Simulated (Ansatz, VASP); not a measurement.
# GaN in two plane-wave programs

Wanted: the spread between two codes on one cell, functional and k mesh. Valence electrons are named where the data sets of a main pair hold unlike numbers.

Program: Ansatz 0.2.0. Level of theory: plane waves, with VASP 6.6.1 beside it; band structure at LDA and single point at LDA. Results are calculated unless marked as measured.

The database entry behind the starting cell differs from later determinations by our own check (about 0.3 % short, ideal inner coordinate), so it need not match the best structure at ambient conditions.

**1. Starting point**

The structure is hexagonal, space group P6_3mc (No. 186). Conventional cell: a = 3.180 Å, b = 3.180 Å, c = 5.166 Å, α = 90.00°, β = 90.00°, γ = 120.00°. Nearest to Ga lie 4 N at 1.94 to 1.95 Å. Nearest to N lie 4 Ga at 1.94 to 1.95 Å. Farther neighbours and most contacts between anions are not listed.

**2. VASP: band structure, LDA**

The same path points are solved in both programs, so levels can be compared one by one.

Lines of VASP's logs that name or quote its potential files are left out, and so is its time.

The input, INCAR:

```
SYSTEM = GaN
PREC = Accurate
ENCUT = 450
EDIFF = 1E-08
NELM = 100
ISMEAR = 0
SIGMA = 0.01
LREAL = .FALSE.
ALGO = Normal
GGA = CA
NBANDS = 24
LORBIT = 11
LWAVE = .TRUE.
LCHARG = .FALSE.
KPAR = 8
```

The input, POSCAR:

```
GaN
1.0
    3.1800000000      0.0000000000      0.0000000000
   -1.5900000000      2.7539607840      0.0000000000
    0.0000000000      0.0000000000      5.1660000000
Ga N
2 2
Direct
    0.6666666667      0.3333333333      0.4989852932
    0.3333333333      0.6666666667      0.9989852932
    0.6666666667      0.3333333333      0.8760147068
    0.3333333333      0.6666666667      0.3760147068
```

The input, KPOINTS:

```
Automatic mesh
0
Gamma
6 6 4
0 0 0
```

The input, KPOINTS_OPT:

```
Line mode
12
Line-mode
Reciprocal
  0.00000000   0.00000000   0.00000000 GAMMA
  0.50000000   0.00000000   0.00000000 M

  0.50000000   0.00000000   0.00000000 M
  0.33333333   0.33333333   0.00000000 K

  0.33333333   0.33333333   0.00000000 K
  0.00000000   0.00000000   0.00000000 GAMMA

  0.00000000   0.00000000   0.00000000 GAMMA
  0.00000000   0.00000000   0.50000000 A

  0.00000000   0.00000000   0.50000000 A
  0.50000000   0.00000000   0.50000000 L

  0.50000000   0.00000000   0.50000000 L
  0.33333333   0.33333333   0.50000000 H

  0.33333333   0.33333333   0.50000000 H
  0.00000000   0.00000000   0.50000000 A

  0.50000000   0.00000000   0.50000000 L
  0.50000000   0.00000000   0.00000000 M

  0.33333333   0.33333333   0.00000000 K
  0.33333333   0.33333333   0.50000000 H
```

Potentials, in the order of the species: Ga_d_GW and N_GW (LDA family, release 64).

Started as:

```sh
> mpirun -np 8 vasp_std
```

Numbers of over 12 decimals in the logs are rounded to 6 here.

Log:

```text
[banner, memory and clock lines left out]
running    8 mpi-ranks, on    1 nodes
 distrk:  each k-point on    1 cores,    8 groups
 distr:  one band on    1 cores,    1 groups

 POSCAR found type information on POSCAR GaN
 POSCAR found :  2 types and       4 ions
|                                                                             |
|           W    W    AA    RRRRR   N    N  II  N    N   GGGG   !!!           |
|           W    W   A  A   R    R  NN   N  II  NN   N  G    G  !!!           |
|           W    W  A    A  R    R  N N  N  II  N N  N  G       !!!           |
|           W WW W  AAAAAA  RRRRR   N  N N  II  N  N N  G  GGG   !            |
|           WW  WW  A    A  R   R   N   NN  II  N   NN  G    G                |
|           W    W  A    A  R    R  N    N  II  N    N   GGGG   !!!           |
|                                                                             |
|     For optimal performance we recommend to set                             |
|       NCORE = 2 up to number-of-cores-per-socket                            |
|     NCORE specifies how many cores store one orbital (NPAR=cpu/NCORE).      |
|     This setting can greatly improve the performance of VASP for DFT.       |
|     The default, NCORE=1 might be grossly inefficient on modern             |
|     multi-core architectures or massively parallel machines. Do your        |
|     Unfortunately you need to use the default for GW and RPA                |
|     calculations (for HF NCORE is supported but not extensively tested      |
|     yet).                                                                   |
|                                                                             |

 LDA part: xc-table for (Slater(with rela. corr.)+CA(PZ))
 , standard interpolation
 POSCAR, INCAR and KPOINTS ok, starting setup
 FFT: planning ... GRIDC
 FFT: planning ... GRID_SOFT
 FFT: planning ... GRID
 WAVECAR not read
 entering main loop
       N       E                     dE             d eps       ncg     rms          rms(c)
DAV:   1     0.385953670726E+03    0.38595E+03   -0.18554E+04  1008   0.233E+03
DAV:   2     0.199702478661E+02   -0.36598E+03   -0.35275E+03  1168   0.543E+02
DAV:   3    -0.298811726266E+02   -0.49851E+02   -0.49328E+02  1216   0.236E+02
DAV:   4    -0.318830288817E+02   -0.20019E+01   -0.19981E+01  1360   0.564E+01
DAV:   5    -0.319297506166E+02   -0.46722E-01   -0.46714E-01  1280   0.786E+00    0.158E+01
DAV:   6    -0.279406010065E+02    0.39891E+01   -0.12931E+01  1936   0.628E+01    0.736E+00
DAV:   7    -0.279438608445E+02   -0.32598E-02   -0.11819E+00  1320   0.120E+01    0.460E+00
DAV:   8    -0.279063752411E+02    0.37486E-01   -0.23608E-01  1696   0.715E+00    0.930E-01
DAV:   9    -0.278914624241E+02    0.14913E-01   -0.68917E-02  1640   0.554E+00    0.106E-01
DAV:  10    -0.278918130133E+02   -0.35059E-03   -0.57933E-03  1552   0.952E-01    0.360E-02
DAV:  11    -0.278918353566E+02   -0.22343E-04   -0.16550E-04  1560   0.216E-01    0.105E-02
DAV:  12    -0.278918353107E+02    0.45878E-07   -0.14329E-05  1440   0.110E-01    0.499E-03
DAV:  13    -0.278918349625E+02    0.34816E-06   -0.36857E-06  1488   0.224E-02    0.606E-04
DAV:  14    -0.278918349389E+02    0.23665E-07   -0.13616E-07  1528   0.536E-03    0.410E-04
DAV:  15    -0.278918349236E+02    0.15220E-07   -0.87437E-09   904   0.160E-03    0.256E-04
DAV:  16    -0.278918349149E+02    0.87075E-08   -0.10797E-08   768   0.212E-03
   1 F= -.27891835E+02 E0= -.27891835E+02  d E =-.311940E-69
 Start KPOINTS_OPT (optional k-point list driver)
k-point batch [1-21\108]
       N       E                     dE             ncg
DAV:   1     0.464434350133E+04   -0.15356E+05     1008
DAV:   2    -0.275781999645E+04   -0.74022E+04     1072
DAV:   3    -0.378234155245E+04   -0.10245E+04     1304
DAV:   4    -0.382230660806E+04   -0.39965E+02     1288
DAV:   5    -0.382367415213E+04   -0.13675E+01     1384
DAV:   6    -0.382372689973E+04   -0.52748E-01     1408
DAV:   7    -0.382372805946E+04   -0.11597E-02     1408
DAV:   8    -0.382372810529E+04   -0.45831E-04     1464
DAV:   9    -0.382372810624E+04   -0.94931E-06     1392
DAV:  10    -0.382372810626E+04   -0.22741E-07      976
DAV:  11    -0.382372810626E+04   -0.19563E-08      920
[...]
k-point batch [106-108\108]
       N       E                     dE             ncg
DAV:   1     0.249436739977E+05   -0.39114E+04      144
DAV:   2     0.238745347659E+05   -0.10691E+04      144
DAV:   3     0.237276797141E+05   -0.14686E+03      192
DAV:   4     0.237221544832E+05   -0.55252E+01      176
DAV:   5     0.237220014409E+05   -0.15304E+00      184
DAV:   6     0.237219912070E+05   -0.10234E-01      216
DAV:   7     0.237219911038E+05   -0.10313E-03      176
DAV:   8     0.237219910969E+05   -0.69726E-05      216
DAV:   9     0.237219910968E+05   -0.45191E-07      176
DAV:  10     0.237219910968E+05   -0.12151E-08      112
 writing wavefunctions
```

OUTCAR, selected parts (step 2):

```text
ion  position               nearest neighbor table
   1  0.667  0.333  0.499-   4 1.94   4 1.94   4 1.94   3 1.95
   2  0.333  0.667  0.999-   3 1.94   3 1.94   3 1.94   4 1.95
   3  0.667  0.333  0.876-   2 1.94   2 1.94   2 1.94   1 1.95
   4  0.333  0.667  0.376-   1 1.94   1 1.94   1 1.94   2 1.95

  LATTYP: Found a hexagonal cell.
 ALAT       =     3.1800000000
 C/A-ratio  =     1.6245283019

 Subroutine GETGRP returns: Found 12 space group operations
 (whereof  6 operations were pure point group operations)

The static configuration has the point symmetry C_3v.
 The point group associated with its full space group is C_6v.

 Found     21 irreducible k-points:

   k-points           NKPTS =     21   k-points in BZ     NKDIM =     21   number of bands    NBANDS=     24

   dimension x,y,z NGX =    24 NGY =   24 NGZ =   36
   dimension x,y,z NGXF=    48 NGYF=   48 NGZF=   72

   ENCUT  =  450.0 eV  33.07 Ry    5.75 a.u.   5.50  5.50  8.94*2*pi/ulx,y,z

   NELECT =      36.0000    total number of electrons

 k-points in reciprocal lattice and weights: Automatic mesh
   0.00000000  0.00000000  0.00000000       0.007
   0.16666667  0.00000000  0.00000000       0.042
   0.33333333  0.00000000  0.00000000       0.042
   0.50000000  0.00000000  0.00000000       0.021
   0.16666667  0.16666667  0.00000000       0.042
   0.33333333  0.16666667  0.00000000       0.083
   0.33333333  0.33333333  0.00000000       0.014
   0.00000000  0.00000000  0.25000000       0.014
   0.16666667  0.00000000  0.25000000       0.083
[...]
0.33333333  0.16666667  0.50000000       0.083
   0.33333333  0.33333333  0.50000000       0.014

 average (electrostatic) potential at core
       1 -64.8379       2 -64.8379       3 -64.4232       4 -64.4232

 E-fermi :   5.0935

 k-point     1 :       0.0000    0.0000    0.0000
  band No.  band energies     occupation
    ...
     14       3.9094      2.00000
     15       3.9094      2.00000
     16       4.9426      2.00000
     17       4.9708      2.00000
     18       4.9708      2.00000
     19       6.9720      0.00000
     20       9.1694      0.00000
     21      14.0919      0.00000
     22      14.7104      0.00000
     23      14.7104      0.00000
    ...

 k-point     2 :       0.1667    0.0000    0.0000
  band No.  band energies     occupation
    ...
     14       2.1954      2.00000
     15       3.2577      2.00000
     16       3.3860      2.00000
     17       4.6485      2.00000
     18       4.7235      2.00000
     19       8.4534      0.00000
     20      10.4414      0.00000
     21      13.0081      0.00000
     22      13.7827      0.00000
     23      15.2946      0.00000
    ...

 k-point     3 :       0.3333    0.0000    0.0000
  band No.  band energies     occupation
    ...
     14      -0.0055      2.00000
     15       1.0336      2.00000
     16       2.5331      2.00000
     17       3.6819      2.00000
     18       4.2063      2.00000
     19       9.8062      0.00000
     20      10.6198      0.00000
     21      11.5956      0.00000
     22      13.3228      0.00000
     23      15.1805      0.00000
    ...

  Total       -1.5225266     -1.5225266     -1.2394976      0.0000000     -0.0000000      0.0000000
  in kB      -53.9183009    -53.9183009    -43.8951968      0.0000000     -0.0000000      0.0000000
  external PRESSURE =     -50.5772662 kB  Pullay stress =       0.0000000 kB

  energy-cutoff  :      450.00
  volume of cell :       45.24
      direct lattice vectors                 reciprocal lattice vectors
     3.180000000  0.000000000  0.000000000     0.314465409  0.181556688  0.000000000
    -1.590000000  2.753960784  0.000000000     0.000000000  0.363113377  0.000000000
     0.000000000  0.000000000  5.166000000     0.000000000  0.000000000  0.193573364

 POSITION                                       TOTAL-FORCE (eV/Angst)
 -----------------------------------------------------------------------------------
      1.59000      0.91799      2.57776         0.000000     -0.000000      0.000275
     -0.00000      1.83597      5.16076        -0.000000      0.000000      0.000275
      1.59000      0.91799      4.52549        -0.000000      0.000000     -0.000275
     -0.00000      1.83597      1.94249         0.000000     -0.000000     -0.000275
 -----------------------------------------------------------------------------------
    total drift:                               -0.000000     -0.000000     -0.001136

  FREE ENERGIE OF THE ION-ELECTRON SYSTEM (eV)
  ---------------------------------------------------
  free  energy   TOTEN  =       -27.8918349149 eV

  energy  without entropy=      -27.8918349149  energy(sigma->0) =      -27.89183491

 total charge
# of ion       s       p       d       tot
------------------------------------------
    1        0.790   0.921  10.132  11.843
    2        0.790   0.921  10.132  11.843
    3        1.186   2.452   0.000   3.637
    4        1.186   2.452   0.000   3.637
--------------------------------------------------
tot          3.952   6.744  20.264  30.960

[... 3 further parts left out ...]
```

The run ends at a pressure of -5.06 GPa, with forces up to 2.8e-4 eV/Å.

**3. Ansatz: band structure, LDA**

Ansatz runs on its default PAW (the set named soft_2) files.

The same cell, functional (in two slightly different forms), mesh and smearing now go to Ansatz, which takes its cutoff from its data sets.

The input, input.yaml:

```yaml
crystal:
  lattice:
    - [3.18, 0.0, 0.0]
    - [-1.59, 2.753960784, 0.0]
    - [0.0, 0.0, 5.166]
  atoms:
    - { symbol: Ga, position: [0.6666666667, 0.3333333333, 0.4989852932] }
    - { symbol: Ga, position: [0.3333333333, 0.6666666667, 0.9989852932] }
    - { symbol: "N", position: [0.6666666667, 0.3333333333, 0.8760147068] }
    - { symbol: "N", position: [0.3333333333, 0.6666666667, 0.3760147068] }
hamiltonian:
  xc: lda
  pseudopotentials: { kind: paw }
kpoints:
  mp_grid: { grid: [6, 6, 4] }
  band_path:
    path:
      - [0.0, 0.0, 0.0]
      - [0.13636, 0.0, 0.0]
      - [0.31818, 0.0, 0.0]
      - [0.5, 0.0, 0.0]
      - [0.4697, 0.06061, 0.0]
      - [0.40909, 0.18182, 0.0]
      - [0.34848, 0.30303, 0.0]
      - [0.30303, 0.30303, 0.0]
      - [0.18182, 0.18182, 0.0]
      - [0.06061, 0.06061, 0.0]
      - [0.0, 0.0, 0.0]
      - [0.0, 0.0, 0.18182]
      - [0.0, 0.0, 0.36364]
      - [0.0, 0.0, 0.5]
      - [0.13636, 0.0, 0.5]
      - [0.31818, 0.0, 0.5]
      - [0.5, 0.0, 0.5]
      - [0.4697, 0.06061, 0.5]
      - [0.40909, 0.18182, 0.5]
      - [0.34848, 0.30303, 0.5]
      - [0.30303, 0.30303, 0.5]
      - [0.18182, 0.18182, 0.5]
      - [0.06061, 0.06061, 0.5]
      - [0.5, 0.0, 0.5]
      - [0.5, 0.0, 0.31818]
      - [0.5, 0.0, 0.13636]
      - [0.5, 0.0, 0.0]
      - [0.33333, 0.33333, 0.13636]
      - [0.33333, 0.33333, 0.31818]
      - [0.33333, 0.33333, 0.5]
    npoints: 1
scf:
  occupations: { method: gaussian, width: 0.01 }
  n_extra_bands: 8
output:
  forces: true
  stress: true
  eigenvalues: true
```

Started as:

```sh
> ansatz run input.yaml --threads 2 --pin off --max-ram 4608MiB --backend cpu --events-out ev --progress --plain --runs-dir out
```

Log:

```text
scf.n_extra_bands = 8 over 18 filled bands (N_el = 36.0): the run solves 26 bands
Engine: ansatz 0.2.0, aarch64-unknown-linux-gnu
Pseudopotentials: kind: paw
Pseudopotential: Ga, paw, valence charge 13, recommended cutoff 420 eV (normal), Ga.paw.azcp
Pseudopotential: N, paw, valence charge 5, recommended cutoff 420 eV (normal), N.paw.azcp
Functional definition: SPW92
  exchange = slater_x
  correlation = pw_c
Crystal: 4 atoms, lattice volume = 45.242 Å³
Basis set: ecut = 420 eV, 881 PW (Γ)
Bands: 26, of which v1, the nominal top of the filled ones, is band 18 counted from 1 (17 counted from 0)
Symmetry: 12 space group operations
Space group: P63mc (ITA 186), of the structure as read, at distance tolerance 3.6e-5 Å
k-points: 21 of 144 (time reversal used)
Non-local potential: Ga, projectors of the file, l = 0: 2, l = 1: 2, l = 2: 3, l = 3: 1
Non-local potential: N, projectors of the file, l = 0: 2, l = 1: 2, l = 2: 1
PAW form: soft (Blöchl's): semilocal exchange-correlation on the pseudo side does not see the compensation charge
PAW frozen core: Ga, regenerated for the run's functional, and the local potential with it (the file was generated under x = pbe(κ = 0.804, μ = 0.219515), c = pbe(β = 0.066725))
PAW frozen core: N, regenerated for the run's functional, and the local potential with it (the file was generated under x = pbe(κ = 0.804, μ = 0.219515), c = pbe(β = 0.066725))
PAW one-centre angular grid: Ga, 590 points (default); XC on 64 Gauss nodes
PAW one-centre angular grid: N, 110 points (default); XC on 64 Gauss nodes
Initial density: superposition of atomic densities (neutral atoms: chi_scale 0, normalization atom), corrected by the library's trained network
Initial wavefunctions: pseudopotential atomic-orbital guess
Functional: x = slater, c = lda
SCF iter   1: F=—  HF=-8164.192290 eV  |F-HF|=—  |Δ(HF+E_count)|=         —  Δρ=1.34e-2  dr2=7.76e-2  ethr=1.77e-3  ⟨swp⟩=5.1  Hψ=2255  notcnv=0
preconditioner: auto → Resta (q_TF=auto, 2.626 Å⁻¹)  ε∞=4.1  [insulator: Δε(μ)=1.881 eV  Ē_g=18.743 eV  σ=0.010 eV  W_gap=1.00  n_scr=22 (ndim 8)  ℏωp=33.1 eV  f_vac=0.009  D(μ)=0.00/eV (n_scr^D=0)  ε∞_Penn≈4.1]
SCF iter   2: F=—  HF=-8164.174959 eV  |F-HF|=—  |Δ(HF+E_count)|=   1.73e-2  Δρ=6.28e-3  dr2=1.96e-2  ethr=2.16e-4  ⟨swp⟩=2.0  Hψ=821  notcnv=0  defer=50
SCF iter   3: F=—  HF=-8164.170007 eV  |F-HF|=—  |Δ(HF+E_count)|=   4.95e-3  Δρ=1.71e-3  dr2=5.54e-4  ethr=5.44e-5  ⟨swp⟩=2.8  Hψ=898  notcnv=0  defer=55
SCF iter   4: F=—  HF=-8164.169358 eV  |F-HF|=—  |Δ(HF+E_count)|=   6.50e-4  Δρ=5.85e-4  dr2=7.47e-5  ethr=1.54e-6  ⟨swp⟩=2.0  Hψ=980  notcnv=0  defer=55
SCF iter   5: F=—  HF=-8164.169336 eV  |F-HF|=—  |Δ(HF+E_count)|=   2.20e-5  Δρ=5.48e-5  dr2=1.37e-6  ethr=2.07e-7  ⟨swp⟩=2.0  Hψ=869  notcnv=0  defer=55
SCF iter   6: F=-8164.169336 eV  HF=-8164.169336 eV  |F-HF|=5.78e-9  |Δ(HF+E_count)|=   5.34e-8  Δρ=1.53e-5  dr2=9.50e-8  ethr=2.78e-10  ⟨swp⟩=7.6  Hψ=2404  notcnv=0
SCF 1 converged in 6 iterations: F = -8164.169336 eV  dr2 = 9.50e-8
  greatest PAW one-centre occupation: 0.996 electrons in one spin orbital (limit 2), on the Ga atom at site 0 (counted from 0), in its partial waves of l = 2
NSCF: frozen V_eff on 30 k-points
SCF converged after 6 iterations
Free energy (F): -8164.169336 eV
Harris-Foulkes:  -8164.169336 eV  (|F-HF|=5.78e-9)
Internal energy: -8164.169336 eV  (E = F + TS)
E sigma→0 (E₀):  -8164.169336 eV
Fermi energy:    10.465506 eV
--- Per-component energies (eV) ---
  E_band       = -20.292360
  E_kinetic    = 494.161712
  E_local      = -3895.778039  (includes V_loc(G=0)·N_el)
  E_nonlocal   = 955.258620
  E_hartree    = 1788.379462
  E_xc         = -255.703475
  E_vxc        = -268.456328  (∫ρ·V_xc dr)
  E_paw        = -4070.319088  (= ΣΔE_a)
  E_vpaw       = -882.245277  (= ΣTr[D̂ρ^β])
  E_aug_tail   = 0.000014  (compensation charges beyond the density's cutoff)
  E_ewald      = -3183.785590
  E_core_change = 3.617048  (= ΣΔE_core)
  E_smearing   = -0.000000  (= −TS)
  E_closure    = -0.000000  (closes the sum)
  Σ components = -8164.169336   (vs F -8164.169336, Δ=0.00e0)
--- Forces (eV/Å), atoms counted from 1 ---
  atom   1  Ga     0.00000000    -0.00000000    -0.00113982
  atom   2  Ga     0.00000000     0.00000000    -0.00113982
  atom   3  N      0.00000000    -0.00000000     0.00113622
  atom   4  N      0.00000000     0.00000000     0.00113622
  max |Σ_I F_I| component: 7.20e-6 eV/Å
--- Stress (GPa, compression-positive) ---
       -4.812231       0.000000      -0.000000
        0.000000      -4.812231       0.000000
       -0.000000       0.000000      -3.823988
  P = ⅓ Tr σ = -4.4828 GPa (-44.828 kbar)
--- Band table (eV; the first three rows and the last of 21) ---
  k-point 0: bands = [... 14 lower, 8.4095, 9.4450, 9.4732, 9.4732, 11.4578, 13.6586, 18.5887, 19.2203, ... 4 higher]
  k-point 1: bands = [... 14 lower, 8.5575, 8.5575, 9.3101, 9.3101, 12.6247, 13.7771, 18.1932, 18.9016, ... 4 higher]
  k-point 2: bands = [... 14 lower, 8.9273, 8.9273, 8.9273, 8.9273, 13.7124, 13.7124, 17.8392, 17.8392, ... 4 higher]
  k-point 20: bands = [... 14 lower, 5.1826, 5.1826, 7.9797, 7.9797, 15.8477, 15.8477, 16.6939, 16.6939, ... 4 higher]
```

It took 3.7 s on 2 threads of Arm Neoverse N1, shared host; peak memory 0.31 GiB.

**4. Differences**

Known differences besides the potentials themselves: the two LDA forms differ slightly; the cutoff is 420 eV in Ansatz and 450 eV in VASP; VASP's log shows a relativistic correction to its local exchange, Ansatz's none. Total energies have different zeros and are not compared.

Compared:

```
                     quantity  Ansatz   VASP  difference
gap over the path points (eV)   1.985  2.001      -0.017
```

Levels at points of the path, from each program's valence-band top (eV; 4 filled, then empty):

```
k (reciprocal lattice)                                  Ansatz                                    VASP
     0.000 0.000 0.000    -1.06 -0.03 0.00 0.00 1.99 4.18 9.12    -1.06 -0.03 0.00 0.00 2.00 4.20 9.12
     0.136 0.000 0.000  -1.43 -1.30 -0.22 -0.17 3.13 5.16 8.38  -1.43 -1.30 -0.22 -0.17 3.15 5.18 8.38
     0.318 0.000 0.000  -3.77 -2.37 -1.18 -0.72 4.76 5.68 6.75  -3.76 -2.37 -1.18 -0.72 4.77 5.69 6.74
     0.500 0.000 0.000  -4.29 -2.81 -2.26 -1.02 4.92 5.54 5.96  -4.29 -2.81 -2.26 -1.01 4.92 5.54 5.96
     0.470 0.061 0.000  -4.26 -2.98 -2.27 -1.17 5.17 5.68 5.92  -4.26 -2.98 -2.28 -1.17 5.17 5.68 5.93
     0.409 0.182 0.000  -4.41 -3.62 -2.45 -2.04 5.44 6.71 6.73  -4.40 -3.63 -2.45 -2.04 5.43 6.73 6.73
     0.348 0.303 0.000  -5.28 -3.21 -2.88 -2.74 5.05 7.61 7.83  -5.27 -3.21 -2.88 -2.74 5.04 7.63 7.85
     0.303 0.303 0.000  -4.97 -3.43 -2.67 -2.67 5.12 7.46 7.89  -4.97 -3.43 -2.67 -2.67 5.10 7.47 7.91
     0.182 0.182 0.000  -4.03 -2.73 -1.24 -1.08 5.26 6.75 7.15  -4.02 -2.73 -1.24 -1.08 5.27 6.75 7.16
     0.061 0.061 0.000  -1.37 -0.83 -0.14 -0.12 2.78 4.84 8.85  -1.37 -0.82 -0.14 -0.12 2.80 4.86 8.85
```

Among the levels compared at these points, filled levels agree within 5 meV and empty ones within 19 meV. Not compared: the pressure (VASP's GW data sets at this cutoff don't carry it).

(Part 1 of 2 ends here.)

[Lines on the potential files, build, host, timing and source positions are cut from VASP's logs without a mark.]

[Logs are printed without paths, hosts, clocks, repeated set-up lines and the standing remarks that a program may print on its own settings, such as how far it seeks lower states.]

[Hosts, paths, dates, database ids (printed as entryN), source tags and the programs' standing remarks are cut or masked in the printed files.]
